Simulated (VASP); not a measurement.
All values below come from HSE06 screened hybrid, VASP's PBE PAW potentials (set 64) (plane waves; VASP).

Input for VASP

### INCAR
```
SYSTEM = Ga35CN35
PREC = Normal
ENCUT = 400
EDIFF = 1E-5
NELM = 50
ALGO = Normal
LREAL = Auto
LASPH = .TRUE.
ISMEAR = 0
SIGMA = 0.05
GGA = PE
LMAXMIX = 4
LWAVE = .FALSE.
LCHARG = .FALSE.
NELMIN = 4
ISYM = 0
ISPIN = 2
NUPDOWN = 2
MAGMOM = 71*0.0282
LORBIT = 10
HFSCREEN = 0.2
AEXX = 0.25
LHFCALC = .TRUE.
PRECFOCK = Fast
ISIF = 0
```

File POSCAR:
```
Ga35CN35
9.7366360
  0.4999999890  -0.8660253723   0.0000000000
  0.4999999890   0.8660253723   0.0000000000
  0.0000000000   0.0000000000   1.0841818448
Ga N C
35 35 1
direct
  0.2223209440   0.1110180751   0.2484399489
  0.1107349160   0.2223338718   0.9996201366
  0.2198731712   0.1109274427   0.7488295285
  0.1117414959   0.2243316338   0.5010671070
  0.2226509834   0.4444864638   0.2497269980
  0.1112983005   0.5558011595   0.0010726410
  0.2211544145   0.4449662614   0.7514994039
  0.1116531261   0.5566844170   0.5000632814
  0.2225019643   0.7780878938   0.2495254379
  0.1109698477   0.8885226358   0.9995348427
  0.2224722087   0.7783627766   0.7505487884
  0.1139528581   0.8899330486   0.5010992827
  0.5555112200   0.1108955838   0.2483772683
  0.4441396001   0.2214563654   0.9963847825
  0.5576600342   0.1108533483   0.7488276026
  0.5538948010   0.4406950389   0.2457127271
  0.4440706571   0.5559793572   0.9986476280
  0.5581726989   0.4494118276   0.7491035886
  0.4375124627   0.5515908534   0.5042822836
  0.5548565811   0.7762193145   0.2493711879
  0.4443613492   0.8885357439   0.9995580305
  0.5560504327   0.7792305188   0.7504034771
  0.4428110892   0.8898511099   0.5010698950
  0.8889203410   0.1110916307   0.2499840213
  0.7784496413   0.2223887433   0.9996508765
  0.8888540669   0.1110437597   0.7501103836
  0.7791422960   0.2244217655   0.5011464066
  0.8888068476   0.4445032709   0.2497374571
  0.7787563747   0.5560607492   0.9986973788
  0.8904142915   0.4449621617   0.7514999234
  0.7809156274   0.5519038157   0.5042421483
  0.8884358481   0.7764453715   0.2493892780
  0.7777888541   0.8888953753   0.0006459569
  0.8899299815   0.7793615857   0.7504368461
  0.7775238209   0.8883151482   0.4995724310
  0.2029305080   0.1024627654   0.4327509897
  0.1109766666   0.2225714267   0.1875500871
  0.2206957220   0.1104285882   0.9382216156
  0.1105998806   0.2234080254   0.6885945417
  0.2191508719   0.4443396566   0.4383614352
  0.1113808258   0.5557745519   0.1890082768
  0.2213894806   0.4443665678   0.9388900013
  0.1116635214   0.5566643336   0.6884595620
  0.2225885720   0.7783874102   0.4382296344
  0.1107263994   0.8880747188   0.1875014485
  0.2222515905   0.7776671160   0.9383010781
  0.1115114438   0.8892860656   0.6883778331
  0.5661905059   0.1023028502   0.4327157010
  0.4430867203   0.2192282539   0.1847234652
  0.5565559203   0.1104558220   0.9382418041
  0.4454227243   0.2242089778   0.7100463129
  0.4437168289   0.5552483284   0.1858324705
  0.5562316777   0.4456349577   0.9386731577
  0.4427860939   0.5572590090   0.6916380772
  0.5548504158   0.7761742736   0.4383128445
  0.4442087628   0.8879075400   0.1874897058
  0.5561621538   0.7785147021   0.9383300940
  0.4443677075   0.8891634599   0.6883837412
  0.8885431722   0.1105049222   0.4384698953
  0.7784668071   0.2225786102   0.1875478561
  0.8887479700   0.1107409805   0.9382052243
  0.7793849530   0.2233377878   0.6886644787
  0.8918232753   0.4443880659   0.4383570417
  0.7786543400   0.5554360065   0.1858639742
  0.8897545803   0.4444288162   0.9389216593
  0.7813338779   0.5574182019   0.6915757296
  0.8883111657   0.7764689354   0.4382955295
  0.7776775197   0.8884909241   0.1891136590
  0.8891222567   0.7785448909   0.9383659235
  0.7778555758   0.8891166474   0.6878349349
  0.5655423646   0.4643666913   0.4330722403
```

**KPOINTS**
```
Regular mesh
0
G
1 1 1
0 0 0
```

POTCAR, in this order: Ga N C (PBE.64 set). Program: vasp_gam. Read from the step before: WAVECAR.

Output

OSZICAR:
```
       N       E                     dE             d eps       ncg     rms          rms(c)
DAV:   1    -0.514766751675E+03   -0.51477E+03   -0.23305E+01   736   0.124E+01    0.965E+00
DAV:   2    -0.515009111691E+03   -0.24236E+00   -0.10677E+00   848   0.204E+00    0.653E+00
DAV:   3    -0.514984142034E+03    0.24970E-01   -0.23252E-01   828   0.112E+00    0.387E+00
DAV:   4    -0.514968887331E+03    0.15255E-01   -0.57285E-02   824   0.501E-01    0.223E+00
DAV:   5    -0.514960875153E+03    0.80122E-02   -0.19732E-02   824   0.299E-01    0.124E+00
DAV:   6    -0.514958157740E+03    0.27174E-02   -0.56376E-03   840   0.178E-01    0.701E-01
DAV:   7    -0.514956993704E+03    0.11640E-02   -0.16260E-03   884   0.109E-01    0.393E-01
DAV:   8    -0.514956611636E+03    0.38207E-03   -0.71300E-04   888   0.664E-02    0.220E-01
DAV:   9    -0.514956490253E+03    0.12138E-03   -0.25010E-04   860   0.373E-02    0.124E-01
DAV:  10    -0.514956457214E+03    0.33040E-04   -0.11272E-04   840   0.220E-02    0.697E-02
DAV:  11    -0.514956453737E+03    0.34770E-05   -0.49003E-05   648   0.126E-02
   1 F= -.51495645E+03 E0= -.51495645E+03  d E =-.119762E-14  mag=     2.0000
```

OUTCAR:
```
------------------------ aborting loop because EDIFF is reached ----------------------------------------
  volume of cell :      866.68
      direct lattice vectors                 reciprocal lattice vectors
     4.868317893 -8.432173817  0.000000000     0.102704879 -0.059296690  0.000000000
     4.868317893  8.432173817  0.000000000     0.102704879  0.059296690  0.000000000
     0.000000000  0.000000000 10.556283981     0.000000000  0.000000000  0.094730305
  FREE ENERGIE OF THE ION-ELECTRON SYSTEM (eV)
  ---------------------------------------------------
  free  energy   TOTEN  =      -514.9564537367 eV

  energy  without entropy=     -514.9564537367  energy(sigma->0) =     -514.95645374

  exchange ACFDT corr.  =         0.00000000  see jH, gK, PRB 81, 115126

 total charge

# of ion       s       p       d       tot
------------------------------------------
    1        1.013   1.412   0.388   2.813
    2        1.013   1.405   0.388   2.806
    3        1.016   1.423   0.393   2.832
    4        1.021   1.429   0.393   2.843
    5        1.010   1.392   0.382   2.784
    6        1.012   1.402   0.387   2.801
    7        1.014   1.414   0.392   2.820
    8        1.018   1.423   0.397   2.838
    9        1.011   1.398   0.384   2.793
   10        1.013   1.404   0.387   2.805
   11        1.012   1.402   0.386   2.801
   12        1.021   1.417   0.388   2.826
   13        1.013   1.412   0.388   2.813
   14        1.010   1.397   0.386   2.793
   15        1.016   1.423   0.392   2.831
   16        1.040   1.453   0.366   2.859
   17        1.014   1.408   0.390   2.812
   18        1.013   1.417   0.392   2.822
   19        1.051   1.471   0.371   2.893
   20        1.008   1.388   0.381   2.777
   21        1.013   1.405   0.388   2.805
   22        1.013   1.408   0.390   2.811
   23        1.022   1.417   0.388   2.826
   24        1.009   1.390   0.381   2.780
   25        1.013   1.405   0.388   2.806
   26        1.013   1.403   0.387   2.803
   27        1.021   1.428   0.393   2.842
   28        1.010   1.392   0.382   2.783
   29        1.014   1.409   0.390   2.813
   30        1.014   1.414   0.391   2.820
   31        1.051   1.471   0.371   2.892
   32        1.008   1.389   0.381   2.778
   33        1.011   1.397   0.384   2.792
   34        1.013   1.408   0.390   2.811
   35        1.008   1.388   0.380   2.777
   36        1.263   2.337   0.000   3.600
   37        1.226   2.457   0.000   3.683
   38        1.227   2.455   0.000   3.682
   39        1.225   2.462   0.000   3.687
   40        1.225   2.468   0.000   3.693
   41        1.225   2.460   0.000   3.685
   42        1.225   2.463   0.000   3.689
   43        1.225   2.460   0.000   3.685
   44        1.225   2.462   0.000   3.687
   45        1.226   2.457   0.000   3.683
   46        1.225   2.460   0.000   3.686
   47        1.225   2.462   0.000   3.688
   48        1.263   2.337   0.000   3.600
   49        1.227   2.455   0.000   3.681
   50        1.227   2.455   0.000   3.682
   51        1.265   2.339   0.000   3.603
   52        1.227   2.456   0.000   3.683
   53        1.227   2.454   0.000   3.681
   54        1.226   2.466   0.000   3.692
   55        1.239   2.416   0.000   3.655
   56        1.226   2.457   0.000   3.683
   57        1.225   2.461   0.000   3.687
   58        1.225   2.462   0.000   3.687
   59        1.235   2.436   0.000   3.671
   60        1.226   2.457   0.000   3.683
   61        1.225   2.460   0.000   3.685
   62        1.225   2.462   0.000   3.687
   63        1.225   2.468   0.000   3.693
   64        1.227   2.456   0.000   3.683
   65        1.225   2.463   0.000   3.689
   66        1.226   2.466   0.000   3.692
   67        1.239   2.417   0.000   3.655
   68        1.225   2.457   0.000   3.682
   69        1.225   2.461   0.000   3.687
   70        1.225   2.458   0.000   3.683
   71        0.899   1.388   0.000   2.287
--------------------------------------------------
tot         79.524 136.425  13.513 229.462

 magnetization (x)

# of ion       s       p       d       tot
------------------------------------------
    1       -0.006  -0.010   0.009  -0.007
    2       -0.000   0.001   0.001   0.002
    3       -0.007  -0.012   0.009  -0.010
    4       -0.008  -0.010   0.011  -0.007
    5       -0.000  -0.000   0.000  -0.000
    6        0.000  -0.000  -0.000  -0.000
    7       -0.000  -0.000   0.000  -0.000
    8       -0.000  -0.001   0.000  -0.001
    9       -0.000  -0.000   0.000   0.000
   10       -0.000   0.001   0.001   0.002
   11       -0.000  -0.000   0.000  -0.000
   12       -0.009  -0.013   0.010  -0.012
   13       -0.006  -0.010   0.009  -0.007
   14       -0.002  -0.005  -0.001  -0.008
...
```
(Selected blocks of OUTCAR.)

The supercell is sampled at Γ alone, which is coarse: total energies, pressure and levels can be off, energies of defects by several tenths of an eV.

The cell is a supercell with a defect, built from GaN (wurtzite): C_N-vac_Ga. The cell's shape comes from a PBE relaxation.
